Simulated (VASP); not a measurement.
# ZnCd3Se3S (P6/mmm) in VASP: relaxation of cell and atoms with PBE

Aim: the relaxation of cell and atoms of ZnCd3Se3S with PBE.

Program: VASP 6.6.1. These are calculated values, not measurements. Logs are shortened: lines on timing, memory, paths and dates and some standing lists are left out, and cuts for length are marked.

### Step 1. The crystal as given

The structure is hexagonal, space group P6/mmm (No. 191). The conventional cell has a = 6.154 Å, b = 6.154 Å, c = 6.351 Å, α = 90.00°, β = 90.00°, γ = 120.00°. Around Zn (site symmetry 6/mmm) lie 6 Se at 3.08 Å and 2 S at 3.18 Å. Around Cd (site symmetry mmm) lie 4 Cd at 3.08 Å and 2 S at 3.08 Å and 2 Se at 3.18 Å. Se (site symmetry mmm) is surrounded by 4 Se at 3.08 Å and 2 Zn at 3.08 Å and 2 Cd at 3.18 Å. Around S (site symmetry 6/mmm) lie 6 Cd at 3.08 Å and 2 Zn at 3.18 Å.

The cell was built by a generator and needn't be a form met in nature.

### Step 2. Relaxation of cell and atoms, PBE

INCAR reads:

```
PREC = Normal
ENCUT = 520
EDIFF = 1E-4
ISMEAR = 0
SIGMA = 0.15
LREAL = False
LASPH = True
NELM = 60
ALGO = Fast
ISIF = 3
LWAVE = False
LCHARG = False
GGA = PE
IBRION = 2
NSW = 24
EDIFFG = -0.08
```

KPOINTS reads:

```
Automatic mesh
0
Gamma
  3 3 2
```

POSCAR reads:

```
ZnCd3Se3S
1.0
    6.1541210500      0.0000000000      0.0000000000
   -3.0770605200      5.3296251700      0.0000000000
    0.0000000000      0.0000000000      6.3514834200
Zn Cd Se S
1 3 3 1
Direct
    0.0000000000      0.0000000000      0.0000000000
    0.5000000000      0.0000000000      0.5000000000
    0.0000000000      0.5000000000      0.5000000000
    0.5000000000      0.5000000000      0.5000000000
    0.5000000000      0.0000000000      0.0000000000
    0.0000000000      0.5000000000      0.0000000000
    0.5000000000      0.5000000000      0.0000000000
    0.0000000000      0.0000000000      0.5000000000
```

Potentials or basis: VASP PAW PBE potentials, release 64 (Zn, Cd, Se, S).

Command:

```console
cat potpaw_PBE.64/Zn/POTCAR potpaw_PBE.64/Cd/POTCAR potpaw_PBE.64/Se/POTCAR potpaw_PBE.64/S/POTCAR > POTCAR
mpirun -np 1 vasp_std > vasp.out
```

OUTCAR:

```text
PREC = Normal
   ENCUT = 520
   EDIFF = 1E-4
   ISMEAR = 0
   LREAL = False
   LASPH = True
   NELM = 60
   ISIF = 3
   GGA = PE
   IBRION = 2
   NSW = 24
   EDIFFG = -0.08

 ion  position               nearest neighbor table
   1  0.000  0.000  0.000-
   2  0.500  0.000  0.500-   4 3.08   4 3.08   8 3.08   8 3.08   3 3.08   3 3.08   5 3.18   5 3.18

   3  0.000  0.500  0.500-   8 3.08   8 3.08   4 3.08   4 3.08   2 3.08   2 3.08   6 3.18   6 3.18

   4  0.500  0.500  0.500-   2 3.08   2 3.08   3 3.08   3 3.08   8 3.08   8 3.08   7 3.18   7 3.18

   5  0.500  0.000  0.000-   2 3.18   2 3.18
   6  0.000  0.500  0.000-   3 3.18   3 3.18
   7  0.500  0.500  0.000-   4 3.18   4 3.18
   8  0.000  0.000  0.500-   3 3.08   3 3.08   2 3.08   2 3.08   4 3.08   4 3.08

  LATTYP: Found a hexagonal cell.
 ALAT       =     6.1541210500
 C/A-ratio  =     1.0320699525

  Lattice vectors:

 A1 = (   6.1541210500,   0.0000000000,   0.0000000000)
 A2 = (  -3.0770605200,   5.3296251700,   0.0000000000)
 A3 = (   0.0000000000,   0.0000000000,   6.3514834200)

Analysis of symmetry for initial positions (statically):
=====================================================================
 Subroutine PRICEL returns:
 Original cell was already a primitive cell.

 Routine SETGRP: Setting up the symmetry group for a
 hexagonal supercell.

 Subroutine GETGRP returns: Found 24 space group operations
 (whereof 24 operations were pure point group operations)
 out of a pool of 24 trial point group operations.

The static configuration has the point symmetry D_6h.

Analysis of symmetry for dynamics (positions and initial velocities):
=====================================================================
 Subroutine PRICEL returns:
 Original cell was already a primitive cell.

 Routine SETGRP: Setting up the symmetry group for a
 hexagonal supercell.

 Subroutine GETGRP returns: Found 24 space group operations
 (whereof 24 operations were pure point group operations)
 out of a pool of 24 trial point group operations.

The dynamic configuration has the point symmetry D_6h.

 Subroutine INISYM returns: Found 24 space group operations
 (whereof 24 operations are pure point group operations),
 and found     1 'primitive' translations

----------------------------------------------------------------------------------------

                                     Primitive cell

  volume of cell :     208.3233

  direct lattice vectors                    reciprocal lattice vectors
     6.154121050  0.000000000  0.000000000     0.162492741  0.093815228  0.000000000
    -3.077060520  5.329625170  0.000000000     0.000000000  0.187630456  0.000000000
     0.000000000  0.000000000  6.351483420     0.000000000  0.000000000  0.157443535

  length of vectors
     6.154121050  6.154121050  6.351483420     0.187630456  0.187630456  0.157443535

  position of ions in fractional coordinates (direct lattice)
     0.000000000  0.000000000  0.000000000
     0.500000000  0.000000000  0.500000000
     0.000000000  0.500000000  0.500000000
     0.500000000  0.500000000  0.500000000
     0.500000000  0.000000000  0.000000000
     0.000000000  0.500000000  0.000000000
     0.500000000  0.500000000  0.000000000
     0.000000000  0.000000000  0.500000000

  ion indices of the primitive-cell ions
   primitive index   ion index
                 1           1
                 2           2
                 3           3
                 4           4
                 5           5
                 6           6
                 7           7
                 8           8

----------------------------------------------------------------------------------------

 KPOINTS: Automatic mesh

Automatic generation of k-mesh.
 Grid dimensions read from file:
 generate k-points for:    3    3    2

 Generating k-lattice:

  Cartesian coordinates                     Fractional coordinates (reciprocal lattice)
     0.054164247  0.031271743  0.000000000     0.333333333  0.000000000  0.000000000
     0.000000000  0.062543485  0.000000000     0.000000000  0.333333333  0.000000000
     0.000000000  0.000000000  0.078721767     0.000000000  0.000000000  0.500000000

  Length of vectors
     0.062543485  0.062543485  0.078721767

  Shift w.r.t. Gamma in fractional coordinates (k-lattice)
     0.000000000  0.000000000  0.000000000

 Subroutine IBZKPT returns following result:
 ===========================================

 Found      6 irreducible k-points:

 Following reciprocal coordinates:
            Coordinates               Weight
  0.000000  0.000000  0.000000      1.000000
  0.333333  0.000000  0.000000      6.000000
  0.333333  0.333333  0.000000      2.000000
  0.000000  0.000000  0.500000      1.000000
  0.333333  0.000000  0.500000      6.000000
  0.333333  0.333333  0.500000      2.000000
   k-points           NKPTS =      6   k-points in BZ     NKDIM =      6   number of bands    NBANDS=     43
   number of dos      NEDOS =    301   number of ions     NIONS =      8
   total plane-waves  NPLWV =  46656
   dimension x,y,z NGX =    36 NGY =   36 NGZ =   36
   dimension x,y,z NGXF=    72 NGYF=   72 NGZF=   72
   ions per type =               1   3   3   1
   NGX,Y,Z   is equivalent  to a cutoff of   9.72,  9.72,  9.42 a.u.
   NGXF,Y,Z  is equivalent  to a cutoff of  19.45, 19.45, 18.85 a.u.
 SYSTEM =  unknown system
   PREC   = normal    normal or accurate (medium, high low for compatibility)
   ISTART =      0    job   : 0-new  1-cont  2-samecut
   ICHARG =      2    charge: 1-file 2-atom 10-const
   ISPIN  =      1    spin polarized calculation?
   LNONCOLLINEAR =      F non collinear calculations
   LSORBIT =      F    spin-orbit coupling
   LASPH  =      T    aspherical Exc in radial PAW
   ENCUT  =  520.0 eV  38.22 Ry    6.18 a.u.  11.44 11.44 11.81*2*pi/ulx,y,z
   NELM   =     60;   NELMIN=  2; NELMDL= -5     # of ELM steps
   EDIFF  = 0.1E-03   stopping-criterion for ELM
   LREAL  =      F    real-space projection
   EDIFFG = -.8E-01   stopping-criterion for IOM
   NSW    =     24    number of steps for IOM
   IBRION =      2    ionic relax: 0-MD 1-quasi-New 2-CG
   NFREE  =      1    steps in history (QN), initial steepest desc. (CG)
   ISIF   =      3    stress and relaxation
   ISYM   =      2    0-nonsym 1-usesym 2-fastsym
   POTIM  = 0.5000    time-step for ionic-motion
   TEBEG  =    0.0;   TEEND  =   0.0 temperature during run
   PSTRESS=    0.0 pullay stress
   NELECT =      72.0000    total number of electrons
   NUPDOWN=      -1.0000    fix difference up-down
   EMIN   =  10.00;   EMAX   =-10.00  energy-range for DOS
   EFERMI =   0.00;   METHOD = LEGACY
   ISMEAR =     0;   SIGMA  =   0.15  broadening in eV -4-tet -1-fermi 0-gaus
   EFERMI_NEDOS =   21; number of points for ismear=-14 and -15
   IALGO  =     68    algorithm
   IMIX   =      4    mixing-type and parameters
     AMIX     =   0.40;   BMIX     =  1.00
     AMIX_MAG =   1.60;   BMIX_MAG =  1.00
  volume/ion in A,a.u.               =      26.04       175.73
  Fermi-wavevector in a.u.,A,eV,Ry     =   1.148876  2.171060 17.958539  1.319915
  Thomas-Fermi vector in A             =   2.285548
   LORBIT       =      0    0 simple, 1 ext, 2 COOP (PROOUT), +10 PAW based schemes
   GGA     = PE    functional components
   LHFCALC =     F    Hartree Fock is set to
   AEXX    =    0.0000 exact exchange contribution
   IVDW    =     0    specifies the selected vdW correction
   LEPSILON=     F    determine dielectric tensor
   LRPA    =     F    only Hartree local field effects (RPA)
 conjugate gradient relaxation of ions
 non-spin polarized calculation
 RMM-DIIS sequential band-by-band and
 Gauss-broadening in eV      SIGMA  =   0.15
  energy-cutoff  :      520.00
  volume of cell :      208.32
 maximum number of plane-waves:      5651
   NGX = 23   NGY = 23   NGZ = 23

--------------------------------------- Ionic step        1  -------------------------------------------

 number of electron      71.9999910 magnetization

 Free energy of the ion-electron system (eV)
  ---------------------------------------------------
  ext. energy  EPLUGINS =         0.00000000
  ---------------------------------------------------
  free energy    TOTEN  =       -16.93936195 eV

  energy without entropy =      -16.86616326  energy(sigma->0) =      -16.90276261

 E-fermi :   1.7177     XC(G=0):  -9.4322

 val. band max:        1.6640119241   @ k =   0.3333   0.3333   0.0000
 cond. band min:       1.7416115454   @ k =   0.3333   0.0000   0.5000
 fundamental gap:      0.0775996213
 Fermi energy:         1.7177215373

 k-point     1 :       0.0000    0.0000    0.0000
  band No.  band energies     occupation
      1     -11.6551      2.00000
      2      -9.9754      2.00000
      3      -9.7465      2.00000
      4      -9.7465      2.00000
      5      -7.3846      2.00000
      6      -7.1236      2.00000
[... 384 lines left out ...]
  FREE ENERGIE OF THE ION-ELECTRON SYSTEM (eV)
  ---------------------------------------------------
  free  energy   TOTEN  =       -18.4474997820 eV

  energy  without entropy=      -18.4385315873  energy(sigma->0) =      -18.44301568

[... ionic steps 4 to 7 ...]

--------------------------------------- Ionic step        8  -------------------------------------------

 number of electron      72.0000001 magnetization

------------------------ aborting loop because EDIFF is reached ----------------------------------------

  FORCE on cell =-STRESS in cart. coord.  units (eV):
  Direction    XX          YY          ZZ          XY          YZ          ZX
  --------------------------------------------------------------------------------------
  -------------------------------------------------------------------------------------
  Total        0.1203310      0.1203310     -0.8932423      0.0000000     -0.0000000      0.0000000
  in kB        1.1010485      1.1010485     -8.1733178      0.0000000     -0.0000000      0.0000000
  external PRESSURE =      -1.9904069 kB  Pullay stress =       0.0000000 kB
[... 69 lines left out ...]
  energy  without entropy=      -18.9218443462  energy(sigma->0) =      -18.92993003

--------------------------------------- Ionic step       10  -------------------------------------------

 number of electron      71.9999998 magnetization

 Free energy of the ion-electron system (eV)
  ---------------------------------------------------
  ext. energy  EPLUGINS =         0.00000000
  ---------------------------------------------------
  free energy    TOTEN  =       -18.94024903 eV

  energy without entropy =      -18.92322889  energy(sigma->0) =      -18.93173896

 E-fermi :   3.3313     XC(G=0): -10.2748

 val. band max:        3.3108593172   @ k =   0.3333   0.3333   0.0000
 cond. band min:       3.4992733181   @ k =   0.3333   0.3333   0.5000
 fundamental gap:      0.1884140009
 Fermi energy:         3.3313317122

 k-point     1 :       0.0000    0.0000    0.0000
  band No.  band energies     occupation
      1     -11.0800      2.00000
      2      -9.3203      2.00000
      3      -9.3203      2.00000
      4      -9.0050      2.00000
      5      -6.1221      2.00000
      6      -5.8445      2.00000
[... 300 lines left out ...]
  FREE ENERGIE OF THE ION-ELECTRON SYSTEM (eV)
  ---------------------------------------------------
  free  energy   TOTEN  =       -18.9402490282 eV

  energy  without entropy=      -18.9232288944  energy(sigma->0) =      -18.93173896

 reached required accuracy - stopping structural energy minimisation
```

Wall time 3.5 min (1 thread of Intel Xeon Platinum 8259CL at 2.50GHz (Skylake/Cascade Lake), shared host); peak memory 0.25 GiB.

Results:

- Free energy: -18.9402 eV
- Relaxed volume: 21.82 Å³/atom
- Relaxed cell: a = 6.176 Å, b = 6.176 Å, c = 5.286 Å, α = 90.00°, β = 90.00°, γ = 120.00°
- Space group after relaxing (to 0.05 Å): P6/mmm (No. 191)
- Energy gained by relaxing: 250.1 meV/atom
- Ionic steps: 10
- Pressure after relaxing: 0.0 GPa
- Band gap on the k mesh: none (metal or under the smearing width)

Step by step:
| step | energy change (eV) | largest force (eV/Å) | pressure (GPa) | volume (Å³) |
| --- | --- | --- | --- | --- |
| 1 | 0.0000 | 0.0000 | -5.72 | 208.32 |
| 2 | -1.1844 | 0.0000 | -2.19 | 181.35 |
| 3 | -1.5081 | 0.0000 | 1.83 | 168.12 |
| 4 | -1.5356 | 0.0000 | 3.67 | 163.32 |
| 5 | -1.4203 | 0.0000 | 9.16 | 157.93 |
| 6 | -1.7667 | 0.0000 | 5.55 | 160.93 |
| 7 | -1.9961 | 0.0000 | -0.50 | 176.51 |
| 8 | -1.9986 | 0.0000 | -0.20 | 175.10 |
| 9 | -1.9987 | 0.0000 | -0.14 | 174.81 |
| 10 | -2.0009 | 0.0000 | -0.01 | 174.60 |

Final structure:
```
Zn Cd Se S
1.0
     6.17582    0.00000    0.00000
    -3.08791    5.34842    0.00000
     0.00000    0.00000    5.28581
Zn Cd Se S
1 3 3 1
Cartesian
  -3.0879 5.3484 5.2858
  3.0879 0.0000 2.6429
  -1.5440 2.6742 2.6429
  1.5440 2.6742 2.6429
  0.0000 5.3484 5.2858
  4.6319 2.6742 5.2858
  1.5440 2.6742 5.2858
  -3.0879 5.3484 2.6429
```

Caveat: the k mesh is coarse (spacing up to 0.49 Å⁻¹), so the values aren't converged; the volume moved by over 15 % at a fixed basis, so the end points are rough; the relaxation stopped at a loose force limit of 0.08 eV/Å, so its end isn't a converged minimum.
